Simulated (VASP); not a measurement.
# SiB (P-6m2) in VASP: a series of runs

The runs below take SiB through equation of state, with PBE.

Everything below comes from runs of VASP 6.6.1. Logs are shortened: lines on timing, memory, paths and dates and some standing lists are left out, and cuts for length are marked.

## 1. Starting point

Symmetry: P-6m2, No. 187, hexagonal system. Conventional cell: a = 3.198 Å, b = 3.198 Å, c = 5.853 Å, α = 90.00°, β = 90.00°, γ = 120.00°. Si (site symmetry 3m) has 3 B at 2.06 Å and 1 Si at 2.37 Å as nearest neighbours. B (site symmetry 3m) is surrounded by 1 B at 1.64 Å.

The cell was built by a generator and needn't be a form met in nature.

## 2. Equation of state, PBE, 12.96 Å³/atom

INCAR

```
SYSTEM = SiB
ALGO = Normal
EDIFF = 1E-6
EDIFFG = -0.02
ENCUT = 520
GGA = PE
IBRION = 2
ISIF = 4
ISMEAR = 0
LASPH = .True.
LCHARG = .False.
LREAL = .False.
LWAVE = .False.
NELM = 100
NSW = 30
PREC = Accurate
SIGMA = 0.1
```

KPOINTS

```
k-points
0
Gamma
  12 12 6
  0 0 0
```

POSCAR

```
SiB
1.0
    3.1984520000      0.0000000000      0.0000000000
   -1.5992260000      2.7699400000      0.0000000000
    0.0000000000      0.0000000000      5.8527200000
Si B
2 2
Direct
    0.0000000000      0.0000000000      0.7027130000
    0.0000000000      0.0000000000      0.2972870000
    0.6666670000      0.3333330000      0.8600380000
    0.6666670000      0.3333330000      0.1399620000
```

Potentials or basis: VASP PAW PBE potentials, release 64 (Si, B).

Launch:

```bash
$ cat potpaw_PBE.64/Si/POTCAR potpaw_PBE.64/B/POTCAR > POTCAR
$ mpirun -np 1 vasp_std > vasp.out
```

OUTCAR:

```text
SYSTEM = SiB
   EDIFF = 1E-6
   EDIFFG = -0.02
   ENCUT = 520
   GGA = PE
   IBRION = 2
   ISIF = 4
   ISMEAR = 0
   LASPH = .True.
   LREAL = .False.
   NELM = 100
   NSW = 30
   PREC = Accurate

 ion  position               nearest neighbor table
   1  0.000  0.000  0.703-   3 2.06   3 2.06   3 2.06   2 2.37
   2  0.000  0.000  0.297-   4 2.06   4 2.06   4 2.06   1 2.37
   3  0.667  0.333  0.860-   4 1.64   1 2.06   1 2.06   1 2.06
   4  0.667  0.333  0.140-   3 1.64   2 2.06   2 2.06   2 2.06

  LATTYP: Found a hexagonal cell.
 ALAT       =     3.1984520000
 C/A-ratio  =     1.8298601949

  Lattice vectors:

 A1 = (   3.1984520000,   0.0000000000,   0.0000000000)
 A2 = (  -1.5992260000,   2.7699400000,   0.0000000000)
 A3 = (   0.0000000000,   0.0000000000,   5.8527200000)

Analysis of symmetry for initial positions (statically):
=====================================================================
 Subroutine PRICEL returns:
 Original cell was already a primitive cell.

 Routine SETGRP: Setting up the symmetry group for a
 hexagonal supercell.

 Subroutine GETGRP returns: Found 12 space group operations
 (whereof 12 operations were pure point group operations)
 out of a pool of 24 trial point group operations.

The static configuration has the point symmetry D_3h.

Analysis of symmetry for dynamics (positions and initial velocities):
=====================================================================
 Subroutine PRICEL returns:
 Original cell was already a primitive cell.

 Routine SETGRP: Setting up the symmetry group for a
 hexagonal supercell.

 Subroutine GETGRP returns: Found 12 space group operations
 (whereof 12 operations were pure point group operations)
 out of a pool of 24 trial point group operations.

The dynamic configuration has the point symmetry D_3h.

 Subroutine INISYM returns: Found 12 space group operations
 (whereof 12 operations are pure point group operations),
 and found     1 'primitive' translations

----------------------------------------------------------------------------------------

                                     Primitive cell

  volume of cell :      51.8523

  direct lattice vectors                    reciprocal lattice vectors
     3.198452000  0.000000000  0.000000000     0.312651245  0.180509325  0.000000000
    -1.599226000  2.769940000  0.000000000     0.000000000  0.361018650  0.000000000
     0.000000000  0.000000000  5.852720000     0.000000000  0.000000000  0.170860728

  length of vectors
     3.198452000  3.198451407  5.852720000     0.361018583  0.361018650  0.170860728

  position of ions in fractional coordinates (direct lattice)
     0.000000000  0.000000000  0.702713000
     0.000000000  0.000000000  0.297287000
     0.666667000  0.333333000  0.860038000
     0.666667000  0.333333000  0.139962000

  ion indices of the primitive-cell ions
   primitive index   ion index
                 1           1
                 2           2
                 3           3
                 4           4

----------------------------------------------------------------------------------------

 KPOINTS: k-points

Automatic generation of k-mesh.
 Grid dimensions read from file:
 generate k-points for:   12   12    6

 Generating k-lattice:

  Cartesian coordinates                     Fractional coordinates (reciprocal lattice)
     0.026054270  0.015042444  0.000000000     0.083333333 -0.000000000  0.000000000
     0.000000000  0.030084888  0.000000000     0.000000000  0.083333333  0.000000000
     0.000000000  0.000000000  0.028476788     0.000000000  0.000000000  0.166666667

  Length of vectors
     0.030084882  0.030084888  0.028476788

  Shift w.r.t. Gamma in fractional coordinates (k-lattice)
     0.000000000  0.000000000  0.000000000

 Subroutine IBZKPT returns following result:
 ===========================================

 Found     76 irreducible k-points:

 Following reciprocal coordinates:
            Coordinates               Weight
  0.000000  0.000000  0.000000      1.000000
  0.083333  0.000000  0.000000      6.000000
  0.166667 -0.000000  0.000000      6.000000
  0.250000 -0.000000  0.000000      6.000000
  0.333333  0.000000  0.000000      6.000000
  0.416667  0.000000  0.000000      6.000000
[... 16 lines left out ...]
  0.250000 -0.000000  0.166667     12.000000
  0.333333  0.000000  0.166667     12.000000
 [... further k-points ...]
   k-points           NKPTS =     76   k-points in BZ     NKDIM =     76   number of bands    NBANDS=     11
   number of dos      NEDOS =    301   number of ions     NIONS =      4
   total plane-waves  NPLWV =  27648
   dimension x,y,z NGX =    24 NGY =   24 NGZ =   48
   dimension x,y,z NGXF=    48 NGYF=   48 NGZF=   96
   ions per type =               2   2
   NGX,Y,Z   is equivalent  to a cutoff of  12.47, 12.47, 13.63 a.u.
   NGXF,Y,Z  is equivalent  to a cutoff of  24.95, 24.95, 27.27 a.u.
 SYSTEM =  SiB
   PREC   = accura    normal or accurate (medium, high low for compatibility)
   ISTART =      0    job   : 0-new  1-cont  2-samecut
   ICHARG =      2    charge: 1-file 2-atom 10-const
   ISPIN  =      1    spin polarized calculation?
   LNONCOLLINEAR =      F non collinear calculations
   LSORBIT =      F    spin-orbit coupling
   LASPH  =      T    aspherical Exc in radial PAW
   ENCUT  =  520.0 eV  38.22 Ry    6.18 a.u.   5.95  5.95 10.88*2*pi/ulx,y,z
   NELM   =    100;   NELMIN=  2; NELMDL= -5     # of ELM steps
   EDIFF  = 0.1E-05   stopping-criterion for ELM
   LREAL  =      F    real-space projection
   EDIFFG = -.2E-01   stopping-criterion for IOM
   NSW    =     30    number of steps for IOM
   IBRION =      2    ionic relax: 0-MD 1-quasi-New 2-CG
   NFREE  =      1    steps in history (QN), initial steepest desc. (CG)
   ISIF   =      4    stress and relaxation
   ISYM   =      2    0-nonsym 1-usesym 2-fastsym
   POTIM  = 0.5000    time-step for ionic-motion
   TEBEG  =    0.0;   TEEND  =   0.0 temperature during run
   PSTRESS=    0.0 pullay stress
   NELECT =      14.0000    total number of electrons
   NUPDOWN=      -1.0000    fix difference up-down
   EMIN   =  10.00;   EMAX   =-10.00  energy-range for DOS
   EFERMI =   0.00;   METHOD = LEGACY
   ISMEAR =     0;   SIGMA  =   0.10  broadening in eV -4-tet -1-fermi 0-gaus
   EFERMI_NEDOS =   21; number of points for ismear=-14 and -15
   IALGO  =     38    algorithm
   IMIX   =      4    mixing-type and parameters
     AMIX     =   0.40;   BMIX     =  1.00
     AMIX_MAG =   1.60;   BMIX_MAG =  1.00
  volume/ion in A,a.u.               =      12.96        87.48
  Fermi-wavevector in a.u.,A,eV,Ry     =   1.058104  1.999526 15.232855  1.119583
  Thomas-Fermi vector in A             =   2.193401
   LORBIT       =      0    0 simple, 1 ext, 2 COOP (PROOUT), +10 PAW based schemes
   GGA     = PE    functional components
   LHFCALC =     F    Hartree Fock is set to
   AEXX    =    0.0000 exact exchange contribution
   IVDW    =     0    specifies the selected vdW correction
   LEPSILON=     F    determine dielectric tensor
   LRPA    =     F    only Hartree local field effects (RPA)
 conjugate gradient relaxation of ions
 non-spin polarized calculation
 Gauss-broadening in eV      SIGMA  =   0.10
  energy-cutoff  :      520.00
  volume of cell :       51.85
 maximum number of plane-waves:      1416
 NGX is ok and might be reduce to    24
   NGX = 11   NGY = 11   NGZ = 21

 number of electron      13.9999999 magnetization

 Free energy of the ion-electron system (eV)
  ---------------------------------------------------
  ext. energy  EPLUGINS =         0.00000000
  ---------------------------------------------------
  free energy    TOTEN  =       -22.78313231 eV

  energy without entropy =      -22.77686526  energy(sigma->0) =      -22.77999878

 E-fermi :   5.6212     XC(G=0): -10.4228

 val. band max:        5.6157315912   @ k =   0.2500   0.1667   0.0000
 cond. band min:       5.6289932818   @ k =   0.0833   0.0833   0.0000
 fundamental gap:      0.0132616906
 Fermi energy:         5.6211512093

 k-point     1 :       0.0000    0.0000    0.0000
  band No.  band energies     occupation
      1      -6.6892      2.00000
      2      -3.8998      2.00000
      3      -1.5829      2.00000
      4       5.8020      0.01055
      5       6.5666      0.00000
      6       6.5666      0.00000
      7       9.0771      0.00000
      8       9.0771      0.00000
      9      10.1692      0.00000
     10      11.3662      0.00000
     11      11.3662      0.00000

 k-point     2 :       0.0833    0.0000    0.0000
  band No.  band energies     occupation
      1      -6.5715      2.00000
      2      -3.7823      2.00000
      3      -1.4806      2.00000
      4       5.7510      0.06628
      5       5.9334      0.00001
      6       6.3401      0.00000
      7       8.3806      0.00000
      8       8.8313      0.00000
      9      10.2936      0.00000
     10      10.9282      0.00000
     11      11.5780      0.00000

 k-point     3 :       0.1667   -0.0000    0.0000
  band No.  band energies     occupation
      1      -6.2201      2.00000
      2      -3.4316      2.00000
      3      -1.1815      2.00000
      4       4.4140      2.00000
      5       5.6837      0.37670
      6       5.8286      0.00335
      7       6.8791      0.00000
      8       8.2893      0.00000
      9      10.1575      0.00000
     10      10.5992      0.00000
     11      11.8955      0.00000
[... 267 lines left out ...]
 k-point    23 :       0.2500   -0.0000    0.1667
  band No.  band energies     occupation
      1      -5.5405      2.00000
      2      -3.3022      2.00000
      3      -0.1199      2.00000
      4       2.8279      2.00000
      5       4.5463      2.00000
      6       5.3385      1.99994
      7       5.4611      1.97638
      8       7.5352      0.00000
      9       9.3619      0.00000
     10      11.0778      0.00000
     11      12.0682      0.00000

 k-point    24 :       0.3333    0.0000    0.1667
  band No.  band energies     occupation
      1      -4.7500      2.00000
      2      -2.5195      2.00000
      3       0.1509      2.00000
      4       1.5359      2.00000
      5       3.0497      2.00000
      6       4.8940      2.00000
      7       4.9207      2.00000
      8       7.0720      0.00000
      9       8.8284      0.00000
     10      10.6978      0.00000
     11      11.5822      0.00000

 [... further k-points ...]

------------------------ aborting loop because EDIFF is reached ----------------------------------------

  FORCE on cell =-STRESS in cart. coord.  units (eV):
  Direction    XX          YY          ZZ          XY          YZ          ZX
  --------------------------------------------------------------------------------------
  -------------------------------------------------------------------------------------
  Total        0.0177453      0.0177453      0.0065515      0.0000000      0.0000000      0.0000000
  in kB        0.5483086      0.5483083      0.2024333      0.0000000      0.0000000      0.0000000
  external PRESSURE =       0.4330167 kB  Pullay stress =       0.0000000 kB

 VOLUME and BASIS-vectors are now :
 -----------------------------------------------------------------------------
  energy-cutoff  :      520.00
  volume of cell :       51.85
      direct lattice vectors                 reciprocal lattice vectors
     3.198452000  0.000000000  0.000000000     0.312651245  0.180509325  0.000000000
    -1.599226000  2.769940000  0.000000000     0.000000000  0.361018650  0.000000000
     0.000000000  0.000000000  5.852720000     0.000000000  0.000000000  0.170860728

 POSITION                                       TOTAL-FORCE (eV/Angst)
 -----------------------------------------------------------------------------------
      0.00000      0.00000      4.11278        -0.000000      0.000000     -0.001856
      0.00000      0.00000      1.73994         0.000000      0.000000      0.001856
      1.59923      0.92331      5.03356         0.000000      0.000000      0.003593
      1.59923      0.92331      0.81916        -0.000000     -0.000000     -0.003593
 -----------------------------------------------------------------------------------
    total drift:                               -0.000346      0.000190      0.000000

  FREE ENERGIE OF THE ION-ELECTRON SYSTEM (eV)
  ---------------------------------------------------
  free  energy   TOTEN  =       -22.7831323092 eV

  energy  without entropy=      -22.7768652586  energy(sigma->0) =      -22.77999878

 reached required accuracy - stopping structural energy minimisation
```

Wall time 16 s (1 thread of Intel Xeon Platinum 8488C (Sapphire Rapids), shared host); peak memory 0.18 GiB.

What came out:

```yaml
Free_energy: -22.7831 eV
Pressure: 0.0 GPa
Largest_force: 0.004 eV/Å
Band_gap_on_the_k_mesh: none (metal or under the smearing width)
```

## 3. Equation of state, PBE, 12.57 Å³/atom (volume scaled by 0.97)

INCAR is that of step 2.

KPOINTS is that of step 2.

POSCAR

```
SiB
1.0
    3.1661421950      0.0000000000      0.0000000000
   -1.5830710975      2.7419588950      0.0000000000
    0.0000000000      0.0000000000      5.7935975740
Si B
2 2
Direct
    0.0000000000      0.0000000000      0.7027130000
    0.0000000000      0.0000000000      0.2972870000
    0.6666670000      0.3333330000      0.8600380000
    0.6666670000      0.3333330000      0.1399620000
```

Potentials or basis: VASP PAW PBE potentials, release 64 (Si, B).

Launch:

```bash
$ cat potpaw_PBE.64/Si/POTCAR potpaw_PBE.64/B/POTCAR > POTCAR
$ mpirun -np 1 vasp_std > vasp.out
```

Run time: 50 s. Hardware: 1 thread of Intel Xeon Platinum 8488C (Sapphire Rapids), shared host; peak memory 0.18 GiB.

Results (log left out):

```
Free energy            : -22.7643 eV
Pressure               : 3.8 GPa
Largest force          : 0.012 eV/Å
Band gap on the k mesh : none (metal or under the smearing width)
```

## 4. Equation of state, PBE, 13.35 Å³/atom (volume scaled by 1.03)

INCAR is that of step 3.

KPOINTS is that of step 3.

POSCAR

```
SiB
1.0
    3.2301219012      0.0000000000      0.0000000000
   -1.6150609506      2.7973669322      0.0000000000
    0.0000000000      0.0000000000      5.9106714916
Si B
2 2
Direct
    0.0000000000      0.0000000000      0.7027130000
    0.0000000000      0.0000000000      0.2972870000
    0.6666670000      0.3333330000      0.8600380000
    0.6666670000      0.3333330000      0.1399620000
```

Launch:

```bash
$ cat potpaw_PBE.64/Si/POTCAR potpaw_PBE.64/B/POTCAR > POTCAR
$ mpirun -np 1 vasp_std > vasp.out
```

Wall time 42 s (1 thread of Intel Xeon Platinum 8488C (Sapphire Rapids), shared host); peak memory 0.18 GiB.

The run converged. Its results:

```
Free energy            : -22.7674 eV
Pressure               : -3.3 GPa
Largest force          : 0.013 eV/Å
Band gap on the k mesh : none (metal or under the smearing width)
```

## 5. Equation of state, PBE, 12.19 Å³/atom (volume scaled by 0.94)

INCAR is that of step 4.

KPOINTS is that of step 4.

POSCAR

```
SiB
1.0
    3.1331591486      0.0000000000      0.0000000000
   -1.5665795743      2.7133947460      0.0000000000
    0.0000000000      0.0000000000      5.7332432102
Si B
2 2
Direct
    0.0000000000      0.0000000000      0.7027130000
    0.0000000000      0.0000000000      0.2972870000
    0.6666670000      0.3333330000      0.8600380000
    0.6666670000      0.3333330000      0.1399620000
```

Launch:

```bash
$ cat potpaw_PBE.64/Si/POTCAR potpaw_PBE.64/B/POTCAR > POTCAR
$ mpirun -np 1 vasp_std > vasp.out
```

Wall time 86 s (1 thread of Intel Xeon Platinum 8488C (Sapphire Rapids), shared host); peak memory 0.18 GiB.

The run converged. Its results:

| Item | Value |
| --- | --- |
| Free energy | -22.7071 eV |
| Pressure | 8.0 GPa |
| Largest force | 0.020 eV/Å |
| Band gap on the k mesh | none (metal or under the smearing width) |

## 6. Equation of state, PBE, 13.74 Å³/atom (volume scaled by 1.06)

INCAR is that of step 5.

KPOINTS is that of step 5.

POSCAR

```
SiB
1.0
    3.2611826711      0.0000000000      0.0000000000
   -1.6305913356      2.8242663413      0.0000000000
    0.0000000000      0.0000000000      5.9675083580
Si B
2 2
Direct
    0.0000000000      0.0000000000      0.7027130000
    0.0000000000      0.0000000000      0.2972870000
    0.6666670000      0.3333330000      0.8600380000
    0.6666670000      0.3333330000      0.1399620000
```

Potentials or basis: VASP PAW PBE potentials, release 64 (Si, B).

Launch:

```bash
$ cat potpaw_PBE.64/Si/POTCAR potpaw_PBE.64/B/POTCAR > POTCAR
$ mpirun -np 1 vasp_std > vasp.out
```

Run time: 49 s. Hardware: 1 thread of Intel Xeon Platinum 8488C (Sapphire Rapids), shared host; peak memory 0.19 GiB.

It converged, with:

```yaml
Free_energy: -22.7213 eV
Pressure: -6.2 GPa
Largest_force: 0.018 eV/Å
Band_gap_on_the_k_mesh: none (metal or under the smearing width)
```

## 7. Equation of state, PBE, 11.80 Å³/atom (volume scaled by 0.91)

INCAR is that of step 6.

KPOINTS is that of step 6.

POSCAR

```
SiB
1.0
    3.0994666540      0.0000000000      0.0000000000
   -1.5497333270      2.6842161970      0.0000000000
    0.0000000000      0.0000000000      5.6715906555
Si B
2 2
Direct
    0.0000000000      0.0000000000      0.7027130000
    0.0000000000      0.0000000000      0.2972870000
    0.6666670000      0.3333330000      0.8600380000
    0.6666670000      0.3333330000      0.1399620000
```

Launch:

```bash
$ cat potpaw_PBE.64/Si/POTCAR potpaw_PBE.64/B/POTCAR > POTCAR
$ mpirun -np 1 vasp_std > vasp.out
```

Wall time 84 s (1 thread of Intel Xeon Platinum 8488C (Sapphire Rapids), shared host); peak memory 0.17 GiB.

It converged, with:

```
Free energy            : -22.6046 eV
Pressure               : 13.1 GPa
Largest force          : 0.006 eV/Å
Band gap on the k mesh : none (metal or under the smearing width)
```

## 8. Equation of state, PBE, 14.13 Å³/atom (volume scaled by 1.09)

INCAR is that of step 7.

KPOINTS is that of step 7.

POSCAR

```
SiB
1.0
    3.2916627805      0.0000000000      0.0000000000
   -1.6458313902      2.8506628839      0.0000000000
    0.0000000000      0.0000000000      6.0232826970
Si B
2 2
Direct
    0.0000000000      0.0000000000      0.7027130000
    0.0000000000      0.0000000000      0.2972870000
    0.6666670000      0.3333330000      0.8600380000
    0.6666670000      0.3333330000      0.1399620000
```

Launch:

```bash
$ cat potpaw_PBE.64/Si/POTCAR potpaw_PBE.64/B/POTCAR > POTCAR
$ mpirun -np 1 vasp_std > vasp.out
```

Run time: 52 s. Hardware: 1 thread of Intel Xeon Platinum 8488C (Sapphire Rapids), shared host; peak memory 0.18 GiB.

The run converged. Its results:

```
Free energy            : -22.6490 eV
Pressure               : -8.7 GPa
Largest force          : 0.019 eV/Å
Band gap on the k mesh : none (metal or under the smearing width)
```
